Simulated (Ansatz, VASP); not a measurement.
**CaZr3N2: VASP beside Ansatz**

```
CELL_PARAMETERS angstrom
3.57607 0.00000 0.00000
0.00000 3.57607 0.00000
0.00000 0.00000 7.01984
ATOMIC_POSITIONS crystal
Ca 0.00000 0.00000 0.00000
Zr 0.50000 0.50000 0.00000
Zr 0.00000 0.50000 0.36994
Zr 0.50000 0.00000 0.63006
N 0.00000 0.50000 0.71952
N 0.50000 0.00000 0.28048
```

Change from the starting cell: species swapped into the Hf2CuSb3 type (P-4m2, No. 115).

Alike in both runs: functional PBE; k mesh 6 × 6 × 4; occupations gaussian, width 0.1 eV; no spin polarisation.

Ansatz relaxed the structure, and its values are those at the end. VASP's run is a single point on that final structure, the one shown.

```csv
,VASP,Ansatz
version,VASP 6.6.1,Ansatz 0.2.0
potentials or method,"VASP PAW PBE potentials, release 64 (Ca_sv, Zr_sv, N)","scalar-relativistic, plane waves, PAW"
plane-wave cutoff (eV),520,420
valence electrons in the cell,56,56
```

```tsv
	VASP	Ansatz	Ansatz less VASP
gap on the k mesh at the Fermi level (eV)	none	none	-
pressure (GPa)	0.3	-0.1	-0.39
rms of the force components (eV/Å)	0.007	0.004	-0.0023
```

A gap of «none» marks a metal or a gap that the smearing closes.
